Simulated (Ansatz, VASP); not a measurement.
# SiTe2: VASP beside Ansatz, part 2 of 2

Aim: how closely do two programs agree when they are given the same cell, functional and k mesh? The cell is taken from a series of runs on this material, whose earlier steps may have relaxed, scaled, displaced or heated it; both programs get it as it stands.

VASP 6.6.1 and Ansatz 0.2.0.

So far: Starting point; VASP: zone-centre phonons, PBEsol.

**3. Ansatz: zone-centre phonons, PBEsol**

Level of this step: Ansatz beside VASP: Kohn-Sham DFT, plane waves, PBEsol (Ansatz).

Ansatz runs on its PAW soft_1 files.

The same cell, functional, mesh and smearing now go to Ansatz, which takes its cutoff from its data sets.

The input, input.yaml:

```yaml
crystal:
  lattice:
    - [3.889190126, 0.0, 0.0]
    - [-1.944595063, 3.2385937012, 0.0]
    - [0.0, 0.0, 30.424]
  atoms:
    - { symbol: Si, position: [0.0, 0.0, 0.328687878] }
    - { symbol: Te, position: [0.3378136225, 0.6756272449, 0.3811735083] }
    - { symbol: Te, position: [0.6621863775, 0.3243727551, 0.2762022477] }
  periodic: [true, true, false]
kpoints:
  mp_grid: { grid: [15, 15, 1] }
hamiltonian:
  xc: pbesol
  pseudopotentials: { kind: paw, azcp: { folder: soft_1 }, xc_functional: pbe }
scf:
  occupations: { method: methfessel_paxton, width: 0.2 }
output:
  eigenvalues: true
phonons:
  method: dfpt
```

On the command line:

```sh
> ansatz run input.yaml --threads 8 --pin off --max-ram 16384MiB --backend cpu --events-out ev --progress --plain --runs-dir out
```

Numbers of over 12 decimals in the logs are rounded to 6 here.

Log:

```text
Warning: crystal.symmetry: narrowed to the stabiliser of the run's FFT grids — unitary ops 4 → 2. A phonons.method: dfpt run fills in the rows of the dynamical matrix that it does not solve by its symmetry operations, which is exact only for operations that map its FFT grids onto themselves: filled in by any other, the frequencies could depend on the order in which like atoms are typed, or, by more than the grids' own error, on where the crystal sits among the grids' points. Excluded: 2 operations. The run can therefore solve more perturbations, solve them on more k-points, or both, and cost more. [rest of the remark cut]
Engine: ansatz 0.2.0, aarch64-unknown-linux-gnu
Pseudopotentials: kind: paw
Pseudopotential: Si, paw, valence charge 4, recommended cutoff 420 eV (normal), soft_1/Si.paw.azcp
Pseudopotential: Te, paw, valence charge 16, recommended cutoff 420 eV (normal), soft_1/Te.paw.azcp
Functional definition: PBEsol
  exchange = pbesol_x
  correlation = pbesol_c
Crystal: 3 atoms, lattice volume = 383.206 Å³
Basis set: ecut = 420 eV, 7525 PW (Γ), exchange–correlation on 54×54×432 points (8 copies of the dense FFT grid, shifted against one another)
Bands: 22, of which v1, the nominal top of the filled ones, is band 18 counted from 1 (17 counted from 0)
Symmetry: 4 space group operations
k-points: 64 of 225 (irreducible under 2 space group operations, time reversal used)
Non-local potential: Si, projectors of the file, l = 0: 2, l = 1: 2, l = 2: 1
Non-local potential: Te, projectors of the file, l = 0: 2, l = 1: 2, l = 2: 2, l = 3: 1
PAW form: soft (Blöchl's): semilocal exchange-correlation on the pseudo side does not see the compensation charge
PAW frozen core: Si, regenerated for the run's functional, and the local potential with it (the file was generated under x = pbe(κ = 0.804, μ = 0.219515), c = pbe(β = 0.066725))
PAW frozen core: Te, regenerated for the run's functional, and the local potential with it (the file was generated under x = pbe(κ = 0.804, μ = 0.219515), c = pbe(β = 0.066725))
PAW one-centre angular grid: Si, 110 points (default); XC on 64 Gauss nodes
PAW one-centre angular grid: Te, 590 points (default); XC on 64 Gauss nodes
Initial density: superposition of atomic densities (neutral atoms: chi_scale 0, normalization atom)
Initial wavefunctions: pseudopotential atomic-orbital guess
Functional: x = pbesol(κ = 0.804, μ = 0.123457), c = pbesol(β = 0.046)
iter 1 solved again at ethr=1.33e-3 eV; its pass at ethr=3.10e-3 eV (dr2=4.79e-1 eV) is discarded
SCF iter   1: F=—  HF=-14424.638042 eV  |F-HF|=—  |Δ(HF+E_count)|=         —  Δρ=9.55e-3  dr2=4.90e-1  ethr=1.33e-3  ⟨swp⟩=1.7  Hψ=14000  notcnv=0
preconditioner: auto → LDOS  [metal: Δε(μ)=0.043 eV  Ē_g=8.443 eV  σ=0.200 eV  W_gap=0.18  n_scr=16 (ndim 8)  ℏωp=7.6 eV  f_vac=0.748  D(μ)=1.51/eV (n_scr^D=8)  β→1.0]
SCF iter   2: F=—  HF=-14424.559705 eV  |F-HF|=—  |Δ(HF+E_count)|=   7.83e-2  S|Δr|=    0.00e0  Δρ=3.10e-3  dr2=1.22e-1  ethr=1.33e-3  ⟨swp⟩=4.3  Hψ=3339  notcnv=0
SCF iter   3: F=—  HF=-14424.541758 eV  |F-HF|=—  |Δ(HF+E_count)|=   1.79e-2  S|Δr|=    0.00e0  Δρ=1.58e-3  dr2=2.25e-2  ethr=3.38e-4  ⟨swp⟩=3.9  Hψ=4061  notcnv=0
SCF iter   4: F=—  HF=-14424.536788 eV  |F-HF|=—  |Δ(HF+E_count)|=   4.97e-3  S|Δr|=    0.00e0  Δρ=2.87e-4  dr2=9.61e-4  ethr=6.24e-5  ⟨swp⟩=3.5  Hψ=3139  notcnv=0
SCF iter   5: F=—  HF=-14424.536610 eV  |F-HF|=—  |Δ(HF+E_count)|=   1.78e-4  S|Δr|=    0.00e0  Δρ=8.43e-5  dr2=5.46e-5  ethr=2.67e-6  ⟨swp⟩=3.8  Hψ=3203  notcnv=0
SCF iter   6: F=—  HF=-14424.536596 eV  |F-HF|=—  |Δ(HF+E_count)|=   1.48e-5  S|Δr|=    0.00e0  Δρ=1.46e-5  dr2=1.07e-6  ethr=1.52e-7  ⟨swp⟩=3.7  Hψ=3412  notcnv=0
SCF iter   7: F=—  HF=-14424.536643 eV  |F-HF|=—  |Δ(HF+E_count)|=   4.74e-5  S|Δr|=    0.00e0  Δρ=3.71e-6  dr2=5.69e-8  ethr=2.96e-9  ⟨swp⟩=3.2  Hψ=3076  notcnv=0
SCF iter   8: F=—  HF=-14424.536643 eV  |F-HF|=—  |Δ(HF+E_count)|=   6.18e-8  S|Δr|=    0.00e0  Δρ=9.03e-7  dr2=3.29e-9  ethr=1.58e-10  ⟨swp⟩=3.1  Hψ=3136  notcnv=0
SCF iter   9: F=—  HF=-14424.536643 eV  |F-HF|=—  |Δ(HF+E_count)|=   1.47e-8  S|Δr|=    0.00e0  Δρ=2.53e-7  dr2=2.17e-10  ethr=9.13e-12  ⟨swp⟩=3.3  Hψ=3274  notcnv=0
SCF iter  10: F=—  HF=-14424.536643 eV  |F-HF|=—  |Δ(HF+E_count)|=   2.40e-9  S|Δr|=    0.00e0  Δρ=5.56e-8  dr2=1.25e-11  ethr=1.00e-12  ⟨swp⟩=2.9  Hψ=2960  notcnv=0
SCF iter  11: F=-14424.536643 eV  HF=-14424.536643 eV  |F-HF|=2.91e-11  |Δ(HF+E_count)|=  5.93e-10  S|Δr|=    0.00e0  Δρ=8.47e-9  dr2=2.20e-13  ethr=1.00e-12  ⟨swp⟩=14.4  Hψ=10386  notcnv=0
SCF 1 converged in 11 iterations: F = -14424.536643 eV  dr2 = 2.20e-13
  greatest PAW one-centre occupation: 0.998 electrons in one spin orbital (limit 2), on the Te atom at site 2 (counted from 0), in its partial waves of l = 2
DFPT response loops at Γ: preconditioner auto → none (partly filled bands, converged f_vac=0.752); β = 0.50; Broyden in place of MSR1
SCF converged after 11 iterations
Stability not checked: this state was not tested for a lower state beside it, because cold or Methfessel-Paxton smearing, or corrected tetrahedra, fill the levels in a way that the test cannot read (fill_not_monotonic; see scf.lower_state_search)
Free energy (F): -14424.536643 eV
Harris-Foulkes:  -14424.536643 eV  (|F-HF|=2.91e-11)
Internal energy: -14424.535851 eV  (E = F + TS)
E sigma→0 (E₀):  -14424.536445 eV
Entropy (-TS):   -0.000792 eV (-0.264 meV/atom)
Fermi energy:    -5.028091 eV
--- Per-component energies (eV) ---
  E_band       = -992.555292
  E_kinetic    = 385.926235
  E_local      = -57067.694629  (includes V_loc(G=0)·N_el)
  E_nonlocal   = 157.736757
  E_hartree    = 28288.147493
  E_xc         = -298.762737
  E_vxc        = -251.337808  (∫ρ·V_xc dr)
  E_paw        = -9684.251126  (= ΣΔE_a)
  E_vpaw       = -793.481051  (= ΣTr[D̂ρ^β])
  E_aug_tail   = 0.000213  (compensation charges beyond the density's cutoff)
  E_ewald      = 23793.580760
  E_core_change = 0.781183  (= ΣΔE_core)
  E_smearing   = -0.000792  (= −TS)
  E_closure    = 0.000000  (closes the sum)
  Σ components = -14424.536643   (vs F -14424.536643, Δ=0.00e0)
--- Band table (eV; the first three rows and the last of 64) ---
  k-point 0: bands = [... 14 lower, -5.8315, -5.4436, -5.1724, -4.9603, -3.7477, -2.1727, -1.8038, -1.5854]
  k-point 1: bands = [... 14 lower, -6.0970, -6.0749, -5.3322, -5.0411, -3.3165, -2.1221, -1.7376, -1.4139]
  k-point 2: bands = [... 14 lower, -6.5949, -6.5631, -6.0854, -4.9691, -3.1511, -2.1264, -1.5122, -0.7839]
  k-point 63: bands = [... 14 lower, -8.8009, -8.0272, -6.8544, -5.6994, -3.7107, -1.7719, -0.4084, 0.1882]
--- Phonons (Γ-DFPT): 9 representative perturbations + reference, on 64 of 225 k-points (Σ response iterations 33) ---
  ASR residual: 3.322e-5 → 0.000e0 eV/Å²; symmetrization residual: 1.104e-5 eV/Å²
  The last average, over the group as it would stand without the narrowing to the FFT grids, took up to 1.739e-6 eV/Å² of the zone centre's force constants
  ASR residual per site (eV/Å²): 3.32e-5 8.47e-6 8.28e-6
  Γ frequencies (cm⁻¹): 0.00 0.00 0.00 72.25 81.38 144.59 201.91 202.27 307.05
  non-analytic LO–TO correction: not included (Born effective charges unavailable; polar crystals: no LO–TO splitting at Γ)
```

**4. Differences**

Known differences besides the potentials themselves: Ansatz cuts the interaction across the vacuum, VASP repeats the sheet without a dipole correction; the data sets hold 36 valence electrons in Ansatz (on its PAW soft_1 files) and 16 in VASP; the cutoff is 420 eV in Ansatz and 500 eV in VASP; Ansatz makes its cores anew for this functional, VASP keeps those of its PBE data sets. Total energies have different zeros and are not compared.

Both answers:

| quantity | Ansatz | VASP | difference |
| --- | --- | --- | --- |
| optical mode 1 (cm⁻¹) | 72.2 | 73.1 | -1.11 % |
| optical mode 2 (cm⁻¹) | 81.4 | 82.2 | -1.02 % |
| optical mode 3 (cm⁻¹) | 144.6 | 145.3 | -0.46 % |
| optical mode 4 (cm⁻¹) | 201.9 | 205.2 | -1.58 % |
| optical mode 5 (cm⁻¹) | 202.3 | 205.6 | -1.60 % |
| optical mode 6 (cm⁻¹) | 307.1 | 309.2 | -0.70 % |

Modes are paired by rising frequency, not by their patterns, so a pair may set unlike modes beside each other; they are those without the splitting of longitudinal modes. Where the cell holds vacuum, a pressure given here is an average over it and none of the material.

**5. What came out**

| Quantity | Value |
| --- | --- |
| r.m.s. difference of the optical zone-centre modes, each program's sorted by frequency (zone-centre phonons, PBEsol) | 2.2 cm⁻¹ |
| difference in optical mode 5 (zone-centre phonons, PBEsol) | -1.6 % |

In words: The r.m.s. difference of the optical zone-centre modes, each program's sorted by frequency is 2.2 cm⁻¹ (zone-centre phonons, PBEsol). The data sets hold unlike numbers of valence electrons (36 in Ansatz and 16 in VASP), so part of the differences may come from the potentials. Among the rows given in per cent, the largest difference of the zone-centre phonons, PBEsol pair is in optical mode 5, -1.6 %. Such differences can come from data sets, numerical settings and the points named under the comparisons, not from the functional's error against experiment.

[Lines on the potential files, build, host, timing and source positions are cut from VASP's logs without a mark.]

[Logs are printed without paths, hosts, clocks, repeated set-up lines and the standing remarks that a program may print on its own settings, such as how far it seeks lower states.]

[Hosts, paths, dates, database ids (printed as entryN), source tags and the programs' standing remarks are cut or masked in the printed files.]
